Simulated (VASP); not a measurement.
Input:

```
BiFeO3
1.0
    2.76070     1.59389     4.52924
   -2.76070     1.59389     4.52924
    0.00000    -3.18778     4.52924
Bi Fe O
2 2 6
Direct
  0.99353   0.99353   0.99353
  0.49353   0.49353   0.49353
  0.21728   0.21728   0.21728
  0.71728   0.71728   0.71728
  0.39725   0.53063   0.94641
  0.94641   0.39725   0.53063
  0.53063   0.94641   0.39725
  0.44641   0.03063   0.89725
  0.03063   0.89725   0.44641
  0.89725   0.44641   0.03063
```
Starting moments (μB, in the order of the record's atoms Bi Bi Fe Fe O O O O O O): 0.0 0.0 3.1 3.1 0.1 0.1 0.1 0.1 0.1 0.1.

Method: PBE GGA with D3 dispersion (Becke-Johnson damping), VASP's PBE PAW potentials (set 64) (plane waves; VASP). Numerical set-up: 520 eV cut-off, Gaussian smearing of 0.050 eV, potentials Bi_d Fe O.

The moments were started parallel, and other spin orders were not tried in this run.

Task: Give the spin-up energies of bands 35 to 48 at the high-symmetry points, in eV from the Fermi level.

Result: 
| band | Γ | T | H2 | L | S0 | F |
|---|---|---|---|---|---|---|
| 35 | -2.84 | -3.18 | -2.98 | -2.97 | -3.07 | -3.04 |
| 36 | -2.79 | -3.18 | -2.98 | -2.97 | -2.94 | -2.81 |
| 37 | -2.69 | -2.53 | -2.51 | -2.71 | -2.90 | -2.67 |
| 38 | -2.69 | -2.53 | -2.51 | -2.71 | -2.31 | -2.36 |
| 39 | -2.57 | -2.53 | -2.20 | -2.57 | -2.28 | -2.23 |
| 40 | -2.57 | -2.53 | -2.20 | -2.57 | -2.13 | -2.07 |
| 41 | -2.16 | -1.43 | -1.78 | -1.61 | -1.83 | -2.02 |
| 42 | -2.05 | -1.43 | -1.78 | -1.61 | -1.66 | -1.87 |
| 43 | -1.87 | -0.28 | -1.16 | -0.31 | -1.19 | -1.39 |
| 44 | -1.87 | -0.28 | -1.16 | -0.31 | -1.03 | -1.01 |
| 45 | 1.16 | -0.28 | 0.37 | -0.18 | -0.12 | -0.56 |
| 46 | 1.16 | -0.28 | 0.37 | -0.18 | 0.73 | 1.13 |
| 47 | 4.19 | 1.92 | 2.17 | 2.23 | 1.83 | 1.56 |
| 48 | 4.19 | 1.92 | 2.17 | 2.23 | 2.62 | 2.92 |

Task: Give the spin-down energies of bands 35 to 48 at the high-symmetry points, in eV from the Fermi level.

Result: 
```csv
band,Γ,T,H2,L,S0,F
35,-2.29,-2.03,-2.19,-2.35,-2.54,-2.67
36,-2.05,-2.03,-2.19,-2.35,-2.12,-1.73
37,-0.47,0.17,-0.04,-0.02,-0.28,-0.44
38,-0.47,0.17,-0.04,-0.02,0.20,0.23
39,-0.34,0.21,0.34,0.11,0.28,0.30
40,0.35,0.21,0.34,0.11,0.37,0.38
41,0.35,0.21,0.57,0.44,0.48,0.46
42,0.50,0.21,0.57,0.44,0.62,0.56
43,0.89,2.04,1.21,1.87,1.22,1.10
44,0.89,2.04,1.21,1.87,1.31,1.14
45,3.33,2.04,2.17,2.09,1.64,1.34
46,3.33,2.04,2.17,2.09,2.52,2.44
47,4.31,2.16,2.76,2.57,2.77,3.05
48,4.31,2.16,2.76,2.57,2.98,3.05
```

It has no gap at this level: it comes out as a metal or semimetal.

The structure comes from a measured FeBiO3 entry (R3c) of the Crystallography Open Database, whose conditions weren't checked. It was relaxed first.
